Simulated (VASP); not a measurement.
Input for VASP

KPOINTS:
```
kpoints
0
Gamma
  9 9 9
```

### INCAR
```
LWAVE=F
ISIF=3
PREC=Accurate
EDIFFG=-0.01   # ionic stop
LCHARG=F
NELM=100   # most electronic steps
ENCUT=400   # plane-wave cut-off (eV)
IBRION=2   # conjugate gradients
NSW=60   # most ionic steps
LREAL=F   # projection in real space or not
ALGO=Normal   # blocked Davidson
LASPH=T
SIGMA=0.1   # width (eV)
ISMEAR=1   # Methfessel-Paxton
EDIFF=1E-6
SYSTEM=K
```

### POSCAR
```
K
1
   -2.6400000000     2.6400000000     2.6400000000
    2.6400000000    -2.6400000000     2.6400000000
    2.6400000000     2.6400000000    -2.6400000000
K
1
Direct
  0.0000000000   0.0000000000   0.0000000000
```

POTCAR, in this order: K_sv (LDA.64 set). Program: vasp_std.

Q: Write an equivalent input for Ansatz.

A: One equivalent input (not run):
Ansatz 0.2 input:
```yaml
crystal:
  lattice:
    - [-2.6400000, 2.6400000, 2.6400000]
    - [2.6400000, -2.6400000, 2.6400000]
    - [2.6400000, 2.6400000, -2.6400000]
  atoms:
    - { symbol: K, position: [0.0000000, 0.0000000, 0.0000000] }
kpoints:
  mp_grid: { grid: [9, 9, 9] }
hamiltonian:
  xc: lda
  pseudopotentials: { kind: paw }
scf:
  occupations: { method: methfessel_paxton, width: 0.1 }
  max_iter: 100
relax:
  max_steps: 60
  f_tol: 0.01
  cell: {}
output: { forces: true, stress: true, eigenvalues: true }
```
What does not carry over: each code has its own PAW files, so the cut-off isn't converted (ENCUT is set for VASP's; basis.ecutwfc is left out, and Ansatz then takes the one that its files recommend); Ansatz stops its SCF on the density residual and VASP on the energy change (EDIFF); Ansatz's lda is the Perdew-Wang form, while the LDA potentials of VASP carry Perdew-Zunger's.

The compound is K in the bcc structure. This run relaxes it. Symmetry was kept, so distortions that lower it aren't found.
